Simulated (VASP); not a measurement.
```
CELL_PARAMETERS angstrom
      0.00000     1.78271     1.78271
      1.78271     0.00000     1.78271
      1.78271     1.78271     0.00000
ATOMIC_POSITIONS crystal
  C  0.00000 0.00000 0.00000
  C  0.25000 0.25000 0.25000
```

Level of theory: PBE GGA with D3 dispersion (zero damping), VASP's PBE PAW potentials (set 64) (plane waves; VASP). Settings: 520 eV cut-off, Gaussian smearing of 0.050 eV, potentials C.

Task: Give the energies of bands 2 to 7 at the high-symmetry points, in eV from the valence-band maximum.

Result: 
| band | Γ | X | U | L | W |
|---|---|---|---|---|---|
| 2 | 0.00 | -12.77 | -11.74 | -13.38 | -11.98 |
| 3 | 0.00 | -6.30 | -9.33 | -2.80 | -8.33 |
| 4 | 0.00 | -6.30 | -5.37 | -2.80 | -8.33 |
| 5 | 5.59 | 4.76 | 5.68 | 8.46 | 10.63 |
| 6 | 5.59 | 4.76 | 10.75 | 8.46 | 10.63 |
| 7 | 5.59 | 16.82 | 14.38 | 8.86 | 12.33 |

The gap is indirect, 4.13 eV, from the valence maximum at Γ to the conduction minimum at Γ-X at 0.71.

The compound is C in the diamond structure. It was relaxed first.
